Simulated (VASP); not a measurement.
All values below come from PBE GGA, VASP's PBE PAW potentials (set 64) (plane waves; VASP 6.6.1).

A VASP calculation is set up with these files.

### KPOINTS
```
kpoints
0
Gamma
  6 6 6
```

### INCAR
```
# general
SYSTEM =InP
PREC   =Accurate
ENCUT  =400   # plane-wave cut-off (eV)
LREAL  =.FALSE.
LASPH  =.TRUE.   # aspherical one-centre terms

# electronic loop
EDIFF  =1E-6
NELM   =100   # most electronic steps
ALGO   =Normal   # blocked Davidson
LMAXMIX=4   # l cut-off of mixed one-centre charges

# smearing
ISMEAR =0   # Gaussian
SIGMA  =0.05

# functional
GGA    =PE   # PBE

# ions
ISIF   =2

# output
LWAVE  =.FALSE.
LCHARG =.FALSE.
```

**POSCAR**
```
InP
1
    0.0000000000     2.9350000000     2.9350000000
    2.9350000000     0.0000000000     2.9350000000
    2.9350000000     2.9350000000     0.0000000000
In P
1 1
Direct
  0.0000000000   0.0000000000   0.0000000000
  0.2500000000   0.2500000000   0.2500000000
```

POTCAR, in this order: In_d P (PBE.64 set). Program: vasp_std.

Unless said otherwise, spin-orbit coupling is left out, though it shifts the bands of the heavy elements here.

Q: Predict the energy per atom (σ→0), pressure, band gap (on the k-mesh).

A: 
| Quantity | Result |
|---|---|
| energy per atom (σ→0) | -4.187 eV/atom |
| band gap (on the k-mesh) | 0.68 eV |
| pressure | 2.92 GPa |

### OSZICAR
```
...
DAV:   7    -0.837345068996E+01    0.28479E-01   -0.20346E-01   573   0.396E+00    0.125E+00
DAV:   8    -0.837375028015E+01   -0.29959E-03   -0.17366E-02   515   0.193E+00    0.384E-01
DAV:   9    -0.837452140924E+01   -0.77113E-03   -0.23014E-03   521   0.706E-01    0.203E-01
DAV:  10    -0.837456664943E+01   -0.45240E-04   -0.22127E-04   569   0.135E-01    0.143E-01
DAV:  11    -0.837460894908E+01   -0.42300E-04   -0.25107E-05   491   0.401E-02    0.643E-02
DAV:  12    -0.837462866776E+01   -0.19719E-04   -0.54927E-05   469   0.127E-01    0.227E-02
DAV:  13    -0.837462891971E+01   -0.25195E-06   -0.23946E-06   484   0.156E-02
   1 F= -.83746289E+01 E0= -.83746289E+01  d E =-.786202E-13
```

The compound is InP in the zinc blende structure. The cell was not relaxed at this level.
